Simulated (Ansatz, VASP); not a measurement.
# Cross-check of SbP (zincblende type (invented)) between VASP and Ansatz

Wanted: the spread between two codes on one cell, functional and k mesh. The cell is generated by rule, not measured, and may not be a known phase. The cell is taken from a series of runs on this material, whose earlier steps may have relaxed, scaled, displaced or heated it; both programs get it as it stands.

Program: Ansatz 0.2.0. Level of theory: plane waves, with VASP 6.6.1 beside it; relaxation of cell and atoms at PBE. Results are calculated unless marked as measured.

### 1. The structure

Symmetry: F-43m, No. 216, cubic system. Conventional cell: a = 6.314 Å, b = 6.314 Å, c = 6.314 Å, α = 90.00°, β = 90.00°, γ = 90.00°. Nearest to Sb lie 4 P at 2.73 Å. Nearest to P lie 4 Sb at 2.73 Å. Farther neighbours are not listed.

### 2. Ansatz: relaxation of cell and atoms, PBE

Ansatz runs on its default PAW (the set named soft_2) files.

The relaxed volume is the usual yardstick between codes: in a stiff, nearly cubic crystal its relative difference is about their pressure difference at one cell divided by the bulk modulus.

Contents of input.yaml:

```yaml
crystal:
  lattice:
    - [0.0, 3.1568934817, 3.1568934817]
    - [3.1568934817, 0.0, 3.1568934817]
    - [3.1568934817, 3.1568934817, 0.0]
  atoms:
    - { symbol: Sb, position: [0.0, 0.0, 0.0] }
    - { symbol: P, position: [0.75, 0.75, 0.75] }
kpoints:
  mp_grid: { grid: [12, 12, 12] }
hamiltonian:
  xc: pbe
scf:
  occupations: { method: gaussian, width: 0.1 }
output:
  forces: true
  stress: true
  eigenvalues: true
relax:
  adjacent_minimum: "off"
  f_tol: 0.005
  max_steps: 80
  cell: { stress_tol: 0.05 }
```

On the command line:

```
$ ansatz run input.yaml --threads 2 --pin off --max-ram 5120MiB --backend cpu --events-out ev --progress --plain --runs-dir out
```

Numbers of over 12 decimals in the logs are rounded to 6 here.

Output:

```text
Engine: ansatz 0.2.0, aarch64-unknown-linux-gnu
Pseudopotentials: kind: paw
Pseudopotential: Sb, paw, valence charge 15, recommended cutoff 420 eV (normal), Sb.paw.azcp
Pseudopotential: P, paw, valence charge 5, recommended cutoff 420 eV (normal), P.paw.azcp
Functional definition: PBE
  parameter kappa = 0.804
  parameter beta = 0.066725
  exchange = pbe_x(kappa = kappa, mu = beta*pi^2/3)
  correlation = pbe_c(beta = beta)
Crystal: 2 atoms, lattice volume = 62.923 Å³
Basis set: ecut = 420 eV, 1243 PW (Γ), exchange–correlation on 60×60×60 points (8 copies of the dense FFT grid, shifted against one another)
Bands: 14, of which v1, the nominal top of the filled ones, is band 10 counted from 1 (9 counted from 0)
Symmetry: 24 space group operations
Space group: F-43m (ITA 216), of the structure as read, at distance tolerance 4.0e-5 Å
k-points: 72 of 1728 (time reversal used)
Non-local potential: Sb, projectors of the file, l = 0: 2, l = 1: 2, l = 2: 2, l = 3: 2
Non-local potential: P, projectors of the file, l = 0: 2, l = 1: 2, l = 2: 2
PAW form: soft (Blöchl's): semilocal exchange-correlation on the pseudo side does not see the compensation charge
PAW one-centre angular grid: Sb, 590 points (default); XC on 64 Gauss nodes
PAW one-centre angular grid: P, 110 points (default); XC on 64 Gauss nodes
Initial density: superposition of atomic densities (neutral atoms: chi_scale 0, normalization atom), corrected by the library's trained network
Initial wavefunctions: pseudopotential atomic-orbital guess
Functional: x = pbe(κ = 0.804, μ = 0.219515), c = pbe(β = 0.066725)
SCF iter   1: F=—  HF=-7239.299931 eV  |F-HF|=—  |Δ(HF+E_count)|=         —  Δρ=1.38e-3  dr2=1.44e-3  ethr=1.77e-3  ⟨swp⟩=6.0  Hψ=6291  notcnv=0
preconditioner: auto → none  [insulator: Δε(μ)=0.112 eV  Ē_g=8.614 eV  σ=0.100 eV  W_gap=0.50  n_scr=14 (ndim 8)  ℏωp=14.8 eV  f_vac=0.015  D(μ)=0.86/eV (n_scr^D=0)  ε∞_Penn≈4.0]
SCF iter   2: F=—  HF=-7239.299431 eV  |F-HF|=—  |Δ(HF+E_count)|=   5.00e-4  Δρ=7.07e-4  dr2=4.45e-4  ethr=7.22e-6  ⟨swp⟩=2.4  Hψ=2357  notcnv=0
SCF iter   3: F=—  HF=-7239.299447 eV  |F-HF|=—  |Δ(HF+E_count)|=   1.55e-5  Δρ=3.92e-4  dr2=5.71e-5  ethr=2.23e-6  ⟨swp⟩=2.0  Hψ=1208  notcnv=0
SCF iter   4: F=—  HF=-7239.299534 eV  |F-HF|=—  |Δ(HF+E_count)|=   8.71e-5  Δρ=1.29e-4  dr2=1.20e-5  ethr=2.86e-7  ⟨swp⟩=2.0  Hψ=1740  notcnv=0
SCF iter   5: F=—  HF=-7239.299537 eV  |F-HF|=—  |Δ(HF+E_count)|=   3.70e-6  Δρ=4.74e-5  dr2=7.55e-7  ethr=6.02e-8  ⟨swp⟩=3.0  Hψ=1870  notcnv=0
SCF iter   6: F=—  HF=-7239.299538 eV  |F-HF|=—  |Δ(HF+E_count)|=   8.17e-7  Δρ=2.56e-5  dr2=2.26e-7  ethr=3.78e-9  ⟨swp⟩=2.0  Hψ=1754  notcnv=0
SCF iter   7: F=-7239.299538 eV  HF=-7239.299538 eV  |F-HF|=3.88e-8  |Δ(HF+E_count)|=   1.11e-7  Δρ=1.04e-5  dr2=3.73e-8  ethr=5.00e-10  ⟨swp⟩=6.0  Hψ=4967  notcnv=0
SCF 1 converged in 7 iterations: F = -7239.299538 eV  dr2 = 3.73e-8
  greatest PAW one-centre occupation: 0.996 electrons in one spin orbital (limit 2), on the Sb atom at site 0 (counted from 0), in its partial waves of l = 2
relax step   1: F+E_penalty+E_count = -7239.29953804 eV  Δ(F+E_penalty+E_count) = +0.000e0 eV  max|allowed force component| = 1.480e-15 eV/Å  Δτ_max = 0.0000 Å  P = -0.169 GPa  Ω = 62.923 Å³  (7 SCF iters, dr2 threshold 1.00e-7 eV, accepted)
[...]
relax step   2: F+E_penalty+E_count = -7239.29970716 eV  Δ(F+E_penalty+E_count) = -1.691e-4 eV  max|allowed force component| = 1.277e-15 eV/Å  Δτ_max = 0.0000 Å  P = +0.067 GPa  Ω = 62.555 Å³  energy of the carried Pulay correction = +5.116e-5 eV  (4 SCF iters, dr2 threshold 7.16e-8 eV, accepted)
[...]
relax step   3: F+E_penalty+E_count = -7239.29971441 eV  Δ(F+E_penalty+E_count) = -7.254e-6 eV  max|allowed force component| = 1.129e-15 eV/Å  Δτ_max = 0.0000 Å  P = -0.000 GPa  Ω = 62.660 Å³  energy of the carried Pulay correction = +3.662e-5 eV  (4 SCF iters, dr2 threshold 1.14e-8 eV, accepted)
[...]
relax step   4: F+E_penalty+E_count = -7239.29967964 eV  Δ(F+E_penalty+E_count) = +3.477e-5 eV  max|allowed force component| = 1.055e-15 eV/Å  Δτ_max = 0.0000 Å  P = -0.000 GPa  Ω = 62.660 Å³  stress off target by 4.33e-4 GPa  SCF on the basis re-selected at this cell (its energy is not comparable with the rows above)  (4 SCF iters)
basis re-selected at this cell: Δ(F+E_penalty+E_count) = +3.477e-5 eV, ΔP = -0.000 GPa vs the last step (what re-selecting the basis moved, of the pressure what is left beyond the Pulay correction that the steps carried, after the strain that the cell walked since its last selection, with what the two solves' SCF thresholds leave and, on support functions, any second-order correction that the steps lacked; it is no m [...]
SCF converged after 4 iterations
Free energy (F): -7239.299680 eV
Harris-Foulkes:  -7239.299680 eV  (|F-HF|=1.09e-11)
Internal energy: -7239.295276 eV  (E = F + TS)
E sigma→0 (E₀):  -7239.297478 eV
Entropy (-TS):   -0.004404 eV (-2.202 meV/atom)
Fermi energy:    6.215214 eV
--- Per-component energies (eV) ---
  E_band       = -224.660334
  E_kinetic    = 273.269394
  E_local      = -2001.565741  (includes V_loc(G=0)·N_el)
  E_nonlocal   = 395.668587
  E_hartree    = 881.065267
  E_xc         = -197.899892
  E_vxc        = -154.188074  (∫ρ·V_xc dr)
  E_paw        = -5143.573206  (= ΣΔE_a)
  E_vpaw       = -499.975211  (= ΣTr[D̂ρ^β])
  E_aug_tail   = 0.000002  (compensation charges beyond the density's cutoff)
  E_ewald      = -1446.259686
  E_smearing   = -0.004404  (= −TS)
  E_closure    = -0.000000  (closes the sum)
  Σ components = -7239.299680   (vs F -7239.299680, Δ=0.00e0)
--- Forces (eV/Å), atoms counted from 1 ---
  atom   1  Sb     0.00000000    -0.00000000    -0.00000000
  atom   2  P     -0.00000000     0.00000000     0.00000000
  max |Σ_I F_I| component: 7.03e-16 eV/Å
--- Stress (GPa, compression-positive) ---
       -0.000433      -0.000000      -0.000000
       -0.000000      -0.000433      -0.000000
       -0.000000       0.000000      -0.000433
  P = ⅓ Tr σ = -0.0004 GPa (-0.004 kbar)
--- Band table (eV; the first three rows and the last of 72) ---
  k-point 0: bands = [... 6 lower, 1.3610, 4.0869, 4.0869, 4.0869, 6.8290, 6.8290, 6.8290, 11.0329]
  k-point 1: bands = [... 6 lower, 1.0280, 4.0045, 4.0045, 4.1970, 6.9482, 6.9511, 6.9511, 11.3202]
  k-point 2: bands = [... 6 lower, 0.2752, 3.8093, 3.8093, 4.2812, 7.2431, 7.2431, 7.4021, 11.9845]
  k-point 71: bands = [... 6 lower, -3.3648, 1.8544, 1.8969, 6.9796, 7.5864, 8.4456, 9.5005, 12.2384]
--- Relaxed structure (3 steps of the walk, 3 accepted, 1 SCFs on fresh bases) ---
  F+E_penalty+E_count = -7239.29967964 eV   max|allowed force component| = 1.055e-15 eV/Å   (the final SCF, on the basis selected at the relaxed cell)
  cell:  # Å, volume = 62.6597 Å³
    - [0, 3.152483, 3.152483]
    - [3.152483, 0, 3.152483]
    - [3.152483, 3.152483, 0]
  atoms:
    - { symbol: Sb, position: [0, 0, 0] }
    - { symbol: P, position: [0.75, 0.75, 0.75] }
```

### 3. VASP: relaxation of cell and atoms, PBE

The same cell, functional, mesh and smearing now go to VASP, with its own data sets.

Lines of VASP's logs that name or quote its potential files are left out, and so is its time.

Contents of INCAR:

```
SYSTEM = SbP
PREC = Accurate
ENCUT = 500
EDIFF = 1E-07
NELM = 120
ISMEAR = 0
SIGMA = 0.1
LREAL = .FALSE.
ALGO = Normal
GGA = PE
NBANDS = 11
LORBIT = 11
LWAVE = .FALSE.
LCHARG = .FALSE.
ISIF = 3
IBRION = 2
NSW = 80
EDIFFG = -0.005
LASPH = .TRUE.
GGA_COMPAT = .FALSE.
NELMIN = 4
```

Contents of POSCAR:

```
SbP
1.0
    0.0000000000      3.1568930000      3.1568930000
    3.1568930000      0.0000000000      3.1568930000
    3.1568930000      3.1568930000      0.0000000000
Sb P
1 1
Direct
    0.0000000000      0.0000000000      0.0000000000
    0.7500000792      0.7500000792      0.7500000792
```

Contents of KPOINTS:

```
Automatic mesh
0
Gamma
12 12 12
0 0 0
```

Potentials, in the order of the species: Sb and P (PBE family, release 64).

On the command line:

```
$ mpirun -np 1 vasp_std
```

Output:

```text
[banner, memory and clock lines left out]
running    1 mpi-ranks, on    1 nodes
 distrk:  each k-point on    1 cores,    1 groups
 distr:  one band on    1 cores,    1 groups

 POSCAR found type information on POSCAR SbP
 POSCAR found :  2 types and       2 ions
 LDA part: xc-table for (Slater+PW92), standard interpolation
 POSCAR, INCAR and KPOINTS ok, starting setup
 FFT: planning ... GRIDC
 FFT: planning ... GRID_SOFT
 FFT: planning ... GRID
 WAVECAR not read
 entering main loop
       N       E                     dE             d eps       ncg     rms          rms(c)
DAV:   1     0.262128461337E+02    0.26213E+02   -0.35734E+03  1584   0.673E+02
DAV:   2    -0.706112556171E+01   -0.33274E+02   -0.32358E+02  2130   0.109E+02
DAV:   3    -0.884359022746E+01   -0.17825E+01   -0.17708E+01  1998   0.261E+01
DAV:   4    -0.886192052431E+01   -0.18330E-01   -0.18324E-01  1843   0.324E+00
DAV:   5    -0.886221240305E+01   -0.29188E-03   -0.29187E-03  1939   0.415E-01    0.416E+00
DAV:   6    -0.864312475190E+01    0.21909E+00   -0.11607E+00  1734   0.366E+00    0.268E+00
DAV:   7    -0.864229915773E+01    0.82559E-03   -0.58793E-02  1872   0.144E+00    0.134E+00
DAV:   8    -0.863917375571E+01    0.31254E-02   -0.78718E-03  1689   0.468E-01    0.214E-01
DAV:   9    -0.863895872877E+01    0.21503E-03   -0.16243E-03  1921   0.201E-01    0.667E-02
DAV:  10    -0.863900156196E+01   -0.42833E-04   -0.13592E-04  1710   0.664E-02    0.379E-02
DAV:  11    -0.863902337714E+01   -0.21815E-04   -0.52023E-05  1835   0.366E-02    0.533E-03
DAV:  12    -0.863902280369E+01    0.57345E-06   -0.65496E-06  1866   0.120E-02    0.224E-03
DAV:  13    -0.863902338235E+01   -0.57866E-06   -0.15373E-06  1761   0.669E-03    0.232E-03
DAV:  14    -0.863902339181E+01   -0.94585E-08   -0.24490E-08  1119   0.101E-03
   1 F= -.86390234E+01 E0= -.86368510E+01  d E =-.863902E+01
 curvature:   0.00 expect dE= 0.000E+00 dE for cont linesearch  0.000E+00
 trial: gam= 0.00000 g(F)=  0.237E-41 g(S)=  0.365E-03 ort = 0.000E+00 (trialstep = 0.100E+01)
 search vector abs. value=  0.365E-03
 bond charge predicted
       N       E                     dE             d eps       ncg     rms          rms(c)
DAV:   1    -0.863967440968E+01   -0.65103E-03   -0.11088E-02  1674   0.514E-01    0.107E-01
DAV:   2    -0.863930842059E+01    0.36599E-03   -0.76259E-04  1734   0.127E-01    0.566E-02
DAV:   3    -0.863919079479E+01    0.11763E-03   -0.16795E-04  1692   0.662E-02    0.155E-02
DAV:   4    -0.863917827255E+01    0.12522E-04   -0.29711E-05  1813   0.264E-02    0.100E-02
DAV:   5    -0.863917890899E+01   -0.63644E-06   -0.12893E-06  1790   0.700E-03    0.519E-03
DAV:   6    -0.863917950046E+01   -0.59148E-06   -0.27222E-07  1641   0.307E-03    0.114E-03
DAV:   7    -0.863917930300E+01    0.19746E-06   -0.90150E-09   849   0.679E-04    0.576E-04
DAV:   8    -0.863917923362E+01    0.69383E-07   -0.96266E-09   828   0.585E-04
   2 F= -.86391792E+01 E0= -.86369697E+01  d E =-.155842E-03
 trial-energy change:   -0.000156  1 .order   -0.000152   -0.000365    0.000060
 step:   0.8640(harm=  0.8579)  dis= 0.00000  next Energy=    -8.639183 (dE=-0.160E-03)
 bond charge predicted
       N       E                     dE             d eps       ncg     rms          rms(c)
DAV:   1    -0.863919282405E+01   -0.13521E-04   -0.20515E-04  1686   0.699E-02    0.145E-02
DAV:   2    -0.863918603878E+01    0.67853E-05   -0.14180E-05  1737   0.173E-02    0.767E-03
DAV:   3    -0.863918357889E+01    0.24599E-05   -0.30986E-06  1695   0.900E-03    0.212E-03
DAV:   4    -0.863918304190E+01    0.53699E-06   -0.55564E-07  1814   0.361E-03    0.136E-03
DAV:   5    -0.863918292154E+01    0.12036E-06   -0.20970E-08   834   0.954E-04    0.633E-04
DAV:   6    -0.863918284572E+01    0.75819E-07   -0.59439E-09   828   0.567E-04
   3 F= -.86391828E+01 E0= -.86369780E+01  d E =-.159454E-03
 curvature:  -0.43 expect dE=-0.905E-08 dE for cont linesearch -0.905E-08
 trial: gam= 0.00000 g(F)=  0.299E-41 g(S)=  0.211E-07 ort =-0.278E-05 (trialstep = 0.973E+00)
 search vector abs. value=  0.212E-07
 reached required accuracy - stopping structural energy minimisation
```

Parts of OUTCAR (step 3):

```text
ion  position               nearest neighbor table
   1  0.000  0.000  0.000-   2 2.73   2 2.73   2 2.73   2 2.73
   2  0.750  0.750  0.750-   1 2.73   1 2.73   1 2.73   1 2.73

  LATTYP: Found a face centered cubic cell.
 ALAT       =     6.3137860000

 Subroutine GETGRP returns: Found 24 space group operations
 (whereof 24 operations were pure point group operations)

The static configuration has the point symmetry T_d .

 Found     72 irreducible k-points:

   k-points           NKPTS =     72   k-points in BZ     NKDIM =     72   number of bands    NBANDS=     11

   dimension x,y,z NGX =    36 NGY =   36 NGZ =   36
   dimension x,y,z NGXF=    72 NGYF=   72 NGZF=   72

   ENCUT  =  500.0 eV  36.75 Ry    6.06 a.u.   8.14  8.14  8.14*2*pi/ulx,y,z

   NELECT =      10.0000    total number of electrons

 k-points in reciprocal lattice and weights: Automatic mesh
   0.00000000  0.00000000  0.00000000       0.001
   0.08333333  0.00000000  0.00000000       0.005
   0.16666667  0.00000000  0.00000000       0.005
   0.25000000  0.00000000  0.00000000       0.005
   0.33333333  0.00000000  0.00000000       0.005
   0.41666667  0.00000000  0.00000000       0.005
   0.50000000  0.00000000  0.00000000       0.002
   0.08333333  0.08333333  0.00000000       0.003
   0.16666667  0.08333333  0.00000000       0.014
[...]
-0.33333333  0.50000000  0.16666667       0.007
  -0.25000000  0.50000000  0.25000000       0.003

 average (electrostatic) potential at core
       1 -88.7321       2 -84.4237

 E-fermi :   4.5424

 k-point     1 :       0.0000    0.0000    0.0000
  band No.  band energies     occupation
      1      -8.1092      2.00000
      2      -0.3084      2.00000
      3       2.4120      2.00000
      4       2.4120      2.00000
      5       2.4120      2.00000
      6       5.1552      0.00000
      7       5.1552      0.00000
      8       5.1552      0.00000
      9       9.3635      0.00000
     10      11.4074      0.00000
    ...

 k-point     2 :       0.0833    0.0000    0.0000
  band No.  band energies     occupation
      1      -8.0508      2.00000
      2      -0.6428      2.00000
      3       2.3295      2.00000
      4       2.3296      2.00000
      5       2.5230      2.00000
      6       5.2747      0.00000
      7       5.2774      0.00000
      8       5.2774      0.00000
      9       9.6509      0.00000
     10      11.1660      0.00000
    ...

 k-point     3 :       0.1667    0.0000    0.0000
  band No.  band energies     occupation
      1      -7.8793      2.00000
      2      -1.3978      2.00000
      3       2.1341      2.00000
      4       2.1342      2.00000
      5       2.6078      2.00000
      6       5.5696      0.00000
      7       5.5696      0.00000
      8       5.7293      0.00000
      9      10.3152      0.00000
     10      10.8438      0.00000
    ...

  Total        0.0005405      0.0005405      0.0005405     -0.0000000      0.0000000     -0.0000000
  in kB        0.0138231      0.0138231      0.0138231     -0.0000000      0.0000000     -0.0000000
  external PRESSURE =       0.0138231 kB  Pullay stress =       0.0000000 kB

  energy-cutoff  :      500.00
  volume of cell :       62.64
      direct lattice vectors                 reciprocal lattice vectors
    -0.000000000  3.152222112  3.152222112    -0.158618264  0.158618264  0.158618264
     3.152222112  0.000000000  3.152222112     0.158618264 -0.158618264  0.158618264
     3.152222112  3.152222112 -0.000000000     0.158618264  0.158618264 -0.158618264

 POSITION                                       TOTAL-FORCE (eV/Angst)
 -----------------------------------------------------------------------------------
      0.00000      0.00000     -0.00000        -0.000000     -0.000000     -0.000000
      4.72833      4.72833      4.72833         0.000000      0.000000      0.000000
 -----------------------------------------------------------------------------------
    total drift:                               -0.000135     -0.000135     -0.000135

  FREE ENERGIE OF THE ION-ELECTRON SYSTEM (eV)
  ---------------------------------------------------
  free  energy   TOTEN  =        -8.6391828457 eV

  energy  without entropy=       -8.6347732189  energy(sigma->0) =       -8.63697803

 reached required accuracy - stopping structural energy minimisation

 total charge
# of ion       s       p       d       tot
------------------------------------------
    1        1.266   1.029   0.041   2.336
    2        1.136   1.288   0.000   2.424
--------------------------------------------------
tot          2.402   2.317   0.041   4.760

[... 3 further parts left out ...]
```

CONTCAR:

```
SbP
   1.00000000000000
    -0.0000000000000000    3.1522221121097176    3.1522221121097176
     3.1522221121097176    0.0000000000000000    3.1522221121097176
     3.1522221121097176    3.1522221121097176   -0.0000000000000000
  Sb              P
     1     1
Direct
     0.0000000000000000    0.0000000000000000    0.0000000000000000
     0.7500000791999994    0.7500000791999994    0.7500000791999994
```

### 4. Side by side

Known differences besides the potentials themselves: the data sets hold 20 valence electrons in Ansatz (on its default PAW (the set named soft_2) files) and 10 in VASP; the cutoff is 420 eV in Ansatz and 500 eV in VASP; Ansatz adds a Pulay correction to the stress that steers its cell, VASP none. Total energies have different zeros and are not compared.

Compared:

| quantity | Ansatz | VASP | difference |
| --- | --- | --- | --- |
| volume (Å³) | 62.66 | 62.64 | +0.02 % |
| edge a after relaxation, in the typed setting (Å) | 4.458 | 4.458 | +0.01 % |

### 5. Results

```json
{
 "difference in volume (relaxation of cell and atoms, PBE)": "0.025 %"
}
```

**Reading.** The difference in volume is 0.025 % (relaxation of cell and atoms, PBE), within the 1.2 % picked in this series as the mark of a large difference, as far as the stopping tolerances let one tell. The data sets hold unlike numbers of valence electrons (20 in Ansatz and 10 in VASP), so part of the differences comes from the potentials. 1 further run of this series is not shown here. Such differences can come from data sets, numerical settings and the points named under the comparisons, not from the functional's error against experiment.

[Lines on the potential files, build, host, timing and source positions are cut from VASP's logs without a mark.]

[Logs are printed without paths, hosts, clocks, repeated set-up lines and the standing remarks that a program may print on its own settings, such as how far it seeks lower states.]

[Hosts, paths, dates, database ids (printed as entryN), source tags and the programs' standing remarks are cut or masked in the printed files.]
